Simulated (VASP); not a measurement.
# Al4B2Te3 (P6/mmm) in VASP: single point with PBE

Aim: the single point of Al4B2Te3 with PBE.

Everything below comes from runs of VASP 6.6.1. Logs are shortened: lines on timing, memory, paths and dates and some standing lists are left out, and cuts for length are marked.

## Step 1: The cell of the first run

Symmetry: P6/mmm, No. 191, hexagonal system. Conventional cell: a = 9.161 Å, b = 9.161 Å, c = 4.815 Å, α = 90.00°, β = 90.00°, γ = 120.00°. Al (site symmetry -6m2) has 2 Al at 2.41 Å and 3 Te at 2.64 Å as nearest neighbours. Al (site symmetry -6m2) has 2 Al at 2.41 Å as nearest neighbours. B (site symmetry 6/mmm) has 2 B at 2.41 Å as nearest neighbours. B (site symmetry 6/mmm) has 2 B at 2.41 Å as nearest neighbours. Te (site symmetry mmm) is surrounded by 2 Al at 2.64 Å.

The cell was built by a generator and needn't be a form met in nature.

## Step 2: Single point, PBE (random cell by space group and Wyckoff sites (P6/mmm, No. 191))

File INCAR:

```
PREC     = Accurate       # precision mode
ENCUT    = 520            # plane-wave cutoff, eV
EDIFF    = 1E-6           # SCF threshold, eV
ISMEAR   = 0              # smearing method
SIGMA    = 0.1            # smearing width, eV
LREAL    = F              # projectors in reciprocal space
LASPH    = T              # aspherical terms in the spheres
NELM     = 100            # most SCF steps
ALGO     = Fast           # electronic algorithm
ISIF     = 2              # what is computed and relaxed
LWAVE    = F              # write WAVECAR
LCHARG   = T              # write CHGCAR
GGA      = PE             # functional
LELF     = T              # ELF
LVHAR    = T            
NBANDS   = 28             # bands
```

File KPOINTS:

```
regular mesh
0
Gamma
  6 6 8
```

File POSCAR:

```
Al4B2Te3
1.0
    9.1608342630      0.0000000000      0.0000000000
   -4.5804171315      7.9335151916      0.0000000000
    0.0000000000      0.0000000000      4.8152186166
Al B Te
4 2 3
Direct
    0.3333333333      0.6666666667      0.5000000000
    0.6666666667      0.3333333333      0.5000000000
    0.3333333333      0.6666666667      0.0000000000
    0.6666666667      0.3333333333      0.0000000000
    0.0000000000      0.0000000000      0.5000000000
    0.0000000000      0.0000000000      0.0000000000
    0.5000000000      0.0000000000      0.5000000000
    0.0000000000      0.5000000000      0.5000000000
    0.5000000000      0.5000000000      0.5000000000
```

Potentials or basis: VASP PAW PBE potentials, release 64 (Al, B, Te).

On the command line:

```bash
$ cat potpaw_PBE.64/Al/POTCAR potpaw_PBE.64/B/POTCAR potpaw_PBE.64/Te/POTCAR > POTCAR
$ mpirun -np 1 vasp_std > vasp.out
```

OUTCAR:

```text
PREC = Accurate
   ENCUT = 520
   EDIFF = 1E-6
   ISMEAR = 0
   LREAL = F
   LASPH = T
   NELM = 100
   ISIF = 2
   GGA = PE

 ion  position               nearest neighbor table
   1  0.333  0.667  0.500-   3 2.41   3 2.41   7 2.64   8 2.64   9 2.64
   2  0.667  0.333  0.500-   4 2.41   4 2.41   7 2.64   8 2.64   9 2.64
   3  0.333  0.667  0.000-   1 2.41   1 2.41
   4  0.667  0.333  0.000-   2 2.41   2 2.41
   5  0.000  0.000  0.500-
   6  0.000  0.000  0.000-
   7  0.500  0.000  0.500-   1 2.64   2 2.64
   8  0.000  0.500  0.500-   1 2.64   2 2.64
   9  0.500  0.500  0.500-   1 2.64   2 2.64

  LATTYP: Found a hexagonal cell.
 ALAT       =     9.1608342630
 C/A-ratio  =     0.5256310155

  Lattice vectors:

 A1 = (   9.1608342630,   0.0000000000,   0.0000000000)
 A2 = (  -4.5804171315,   7.9335151916,   0.0000000000)
 A3 = (   0.0000000000,   0.0000000000,   4.8152186166)

Analysis of symmetry for initial positions (statically):
=====================================================================
 Subroutine PRICEL returns:
 Original cell was already a primitive cell.

 Routine SETGRP: Setting up the symmetry group for a
 hexagonal supercell.

 Subroutine GETGRP returns: Found 24 space group operations
 (whereof 24 operations were pure point group operations)
 out of a pool of 24 trial point group operations.

The static configuration has the point symmetry D_6h.

Analysis of symmetry for dynamics (positions and initial velocities):
=====================================================================
 Subroutine PRICEL returns:
 Original cell was already a primitive cell.

 Routine SETGRP: Setting up the symmetry group for a
 hexagonal supercell.

 Subroutine GETGRP returns: Found 24 space group operations
 (whereof 24 operations were pure point group operations)
 out of a pool of 24 trial point group operations.

The dynamic configuration has the point symmetry D_6h.

 Subroutine INISYM returns: Found 24 space group operations
 (whereof 24 operations are pure point group operations),
 and found     1 'primitive' translations

----------------------------------------------------------------------------------------

                                     Primitive cell

  volume of cell :     349.9586

  direct lattice vectors                    reciprocal lattice vectors
     9.160834263  0.000000000  0.000000000     0.109160364  0.063023765  0.000000000
    -4.580417131  7.933515192  0.000000000     0.000000000  0.126047531  0.000000000
     0.000000000  0.000000000  4.815218617     0.000000000  0.000000000  0.207674891

  length of vectors
     9.160834263  9.160834263  4.815218617     0.126047531  0.126047531  0.207674891

  position of ions in fractional coordinates (direct lattice)
     0.333333333  0.666666667  0.500000000
     0.666666667  0.333333333  0.500000000
     0.333333333  0.666666667  0.000000000
     0.666666667  0.333333333  0.000000000
     0.000000000  0.000000000  0.500000000
     0.000000000  0.000000000  0.000000000
     0.500000000  0.000000000  0.500000000
     1.000000000  0.500000000  0.500000000
     0.500000000  0.500000000  0.500000000

  ion indices of the primitive-cell ions
   primitive index   ion index
                 1           1
                 2           2
                 3           3
                 4           4
                 5           5
                 6           6
                 7           7
                 8           8
                 9           9

----------------------------------------------------------------------------------------

 KPOINTS: regular mesh

Automatic generation of k-mesh.
 Grid dimensions read from file:
 generate k-points for:    6    6    8

 Generating k-lattice:

  Cartesian coordinates                     Fractional coordinates (reciprocal lattice)
     0.018193394  0.010503961  0.000000000     0.166666667  0.000000000  0.000000000
     0.000000000  0.021007922  0.000000000     0.000000000  0.166666667  0.000000000
     0.000000000  0.000000000  0.025959361     0.000000000  0.000000000  0.125000000

  Length of vectors
     0.021007922  0.021007922  0.025959361

  Shift w.r.t. Gamma in fractional coordinates (k-lattice)
     0.000000000  0.000000000  0.000000000

 Subroutine IBZKPT returns following result:
 ===========================================

 Found     35 irreducible k-points:

 Following reciprocal coordinates:
            Coordinates               Weight
  0.000000  0.000000  0.000000      1.000000
  0.166667  0.000000  0.000000      6.000000
  0.333333 -0.000000  0.000000      6.000000
  0.500000  0.000000  0.000000      3.000000
  0.166667  0.166667  0.000000      6.000000
  0.333333  0.166667  0.000000     12.000000
[... 16 lines left out ...]
  0.166667  0.000000  0.375000     12.000000
  0.333333 -0.000000  0.375000     12.000000
 [... further k-points ...]
   k-points           NKPTS =     35   k-points in BZ     NKDIM =     35   number of bands    NBANDS=     28
   number of dos      NEDOS =    301   number of ions     NIONS =      9
   total plane-waves  NPLWV = 176400
   dimension x,y,z NGX =    70 NGY =   70 NGZ =   36
   dimension x,y,z NGXF=   140 NGYF=  140 NGZF=   72
   ions per type =               4   2   3
   NGX,Y,Z   is equivalent  to a cutoff of  12.70, 12.70, 12.43 a.u.
   NGXF,Y,Z  is equivalent  to a cutoff of  25.41, 25.41, 24.86 a.u.
 SYSTEM =  unknown system
   PREC   = accura    normal or accurate (medium, high low for compatibility)
   ISTART =      0    job   : 0-new  1-cont  2-samecut
   ICHARG =      2    charge: 1-file 2-atom 10-const
   ISPIN  =      1    spin polarized calculation?
   LNONCOLLINEAR =      F non collinear calculations
   LSORBIT =      F    spin-orbit coupling
   LASPH  =      T    aspherical Exc in radial PAW
   ENCUT  =  520.0 eV  38.22 Ry    6.18 a.u.  17.03 17.03  8.95*2*pi/ulx,y,z
   NELM   =    100;   NELMIN=  2; NELMDL= -5     # of ELM steps
   EDIFF  = 0.1E-05   stopping-criterion for ELM
[... 8 lines left out ...]
   TEBEG  =    0.0;   TEEND  =   0.0 temperature during run
   PSTRESS=    0.0 pullay stress
   NELECT =      36.0000    total number of electrons
   NUPDOWN=      -1.0000    fix difference up-down
   EMIN   =  10.00;   EMAX   =-10.00  energy-range for DOS
   EFERMI =   0.00;   METHOD = LEGACY
   ISMEAR =     0;   SIGMA  =   0.10  broadening in eV -4-tet -1-fermi 0-gaus
   EFERMI_NEDOS =   21; number of points for ismear=-14 and -15
   IALGO  =     68    algorithm
   IMIX   =      4    mixing-type and parameters
     AMIX     =   0.40;   BMIX     =  1.00
     AMIX_MAG =   1.60;   BMIX_MAG =  1.00
  volume/ion in A,a.u.               =      38.88       262.40
  Fermi-wavevector in a.u.,A,eV,Ry     =   0.767073  1.449558  8.005684  0.588401
  Thomas-Fermi vector in A             =   1.867550
   LORBIT       =      0    0 simple, 1 ext, 2 COOP (PROOUT), +10 PAW based schemes
   GGA     = PE    functional components
   LHFCALC =     F    Hartree Fock is set to
   AEXX    =    0.0000 exact exchange contribution
   IVDW    =     0    specifies the selected vdW correction
   LEPSILON=     F    determine dielectric tensor
   LRPA    =     F    only Hartree local field effects (RPA)
 non-spin polarized calculation
 RMM-DIIS sequential band-by-band and
 Gauss-broadening in eV      SIGMA  =   0.10
  energy-cutoff  :      520.00
  volume of cell :      349.96
 maximum number of plane-waves:      9456
 NGX is ok and might be reduce to    70
   NGX = 35   NGY = 35   NGZ = 17

 number of electron      36.0000002 magnetization

 Free energy of the ion-electron system (eV)
  ---------------------------------------------------
  ext. energy  EPLUGINS =         0.00000000
  ---------------------------------------------------
  free energy    TOTEN  =       -25.64392721 eV

  energy without entropy =      -25.61106152  energy(sigma->0) =      -25.62749437

 E-fermi :   1.3310     XC(G=0):  -6.8925

 val. band max:        1.3269136200   @ k =   0.3333   0.1667   0.1250
 cond. band min:       1.3374199703   @ k =   0.0000   0.0000   0.3750
 fundamental gap:      0.0105063503
 Fermi energy:         1.3310026499

 k-point     1 :       0.0000    0.0000    0.0000
  band No.  band energies     occupation
      1     -10.0437      2.00000
      2      -9.3227      2.00000
      3      -9.3227      2.00000
      4      -6.5707      2.00000
      5      -5.4559      2.00000
      6      -3.7684      2.00000
[... 20 lines left out ...]
     27       4.6490      0.00000
     28       4.6531      0.00000

 k-point     2 :       0.1667    0.0000    0.0000
  band No.  band energies     occupation
      1     -10.0123      2.00000
      2      -9.3842      2.00000
      3      -9.3230      2.00000
      4      -6.4406      2.00000
      5      -5.4579      2.00000
      6      -4.1134      2.00000
[... 20 lines left out ...]
     27       4.3828      0.00000
     28       4.4823      0.00000

 k-point     3 :       0.3333   -0.0000    0.0000
  band No.  band energies     occupation
      1      -9.9271      2.00000
      2      -9.5254      2.00000
      3      -9.3235      2.00000
      4      -6.1108      2.00000
      5      -5.4615      2.00000
      6      -4.6892      2.00000
[... 20 lines left out ...]
     27       4.1070      0.00000
     28       4.2713      0.00000

 k-point     4 :       0.5000    0.0000    0.0000
  band No.  band energies     occupation
      1      -9.8537      2.00000
      2      -9.6250      2.00000
      3      -9.3238      2.00000
      4      -5.8466      2.00000
      5      -5.4617      2.00000
      6      -5.0416      2.00000
[... 578 lines left out ...]
     27       3.5019      0.00000
     28       4.8944      0.00000

 k-point    23 :       0.1667    0.0000    0.3750
  band No.  band energies     occupation
      1      -9.8441      2.00000
      2      -9.2844      2.00000
      3      -9.2335      2.00000
      4      -5.8243      2.00000
      5      -4.7601      2.00000
      6      -4.3979      2.00000
[... 20 lines left out ...]
     27       3.7134      0.00000
     28       4.8291      0.00000

 k-point    24 :       0.3333   -0.0000    0.3750
  band No.  band energies     occupation
      1      -9.7653      2.00000
      2      -9.4049      2.00000
      3      -9.2340      2.00000
      4      -5.5130      2.00000
      5      -4.7606      2.00000
      6      -4.4591      2.00000
[... 20 lines left out ...]
     27       4.0284      0.00000
     28       4.7570      0.00000

 [... further k-points ...]
[... 5 lines left out ...]
  --------------------------------------------------------------------------------------
  -------------------------------------------------------------------------------------
  Total        0.0463195      0.0463195      0.0732881     -0.0000000     -0.0000000     -0.0000000
  in kB        0.2120594      0.2120594      0.3355267     -0.0000000     -0.0000000     -0.0000000
  external PRESSURE =       0.2532151 kB  Pullay stress =       0.0000000 kB

 VOLUME and BASIS-vectors are now :
 -----------------------------------------------------------------------------
  energy-cutoff  :      520.00
  volume of cell :      349.96
      direct lattice vectors                 reciprocal lattice vectors
     9.160834263  0.000000000  0.000000000     0.109160364  0.063023765  0.000000000
    -4.580417131  7.933515192  0.000000000     0.000000000  0.126047531  0.000000000
     0.000000000  0.000000000  4.815218617     0.000000000  0.000000000  0.207674891

 POSITION                                       TOTAL-FORCE (eV/Angst)
 -----------------------------------------------------------------------------------
     -0.00000      5.28901      2.40761        -0.000000      0.000000     -0.000000
      4.58042      2.64451      2.40761         0.000000     -0.000000      0.000000
     -0.00000      5.28901      0.00000         0.000000      0.000000      0.000000
      4.58042      2.64451      0.00000        -0.000000     -0.000000     -0.000000
      0.00000      0.00000      2.40761        -0.000000      0.000000     -0.000000
      0.00000      0.00000      0.00000        -0.000000      0.000000     -0.000000
      4.58042      0.00000      2.40761        -0.000000      0.000000     -0.000000
     -2.29021      3.96676      2.40761        -0.000000      0.000000     -0.000000
      2.29021      3.96676      2.40761        -0.000000      0.000000     -0.000000
 -----------------------------------------------------------------------------------
    total drift:                                0.000000      0.000000      0.000000

  FREE ENERGIE OF THE ION-ELECTRON SYSTEM (eV)
  ---------------------------------------------------
  free  energy   TOTEN  =       -25.6439272104 eV

  energy  without entropy=      -25.6110615247  energy(sigma->0) =      -25.62749437
```

Wall time 4.7 min (1 thread of AMD EPYC 9R45 (Zen 5), shared host); peak memory 0.58 GiB.

What came out:

```yaml
Free_energy: -25.6439 eV
Pressure: 0.0 GPa
Band_gap_on_the_k_mesh: none (metal or under the smearing width)
```

The run has no spin-orbit coupling, so splittings on Te are missing.
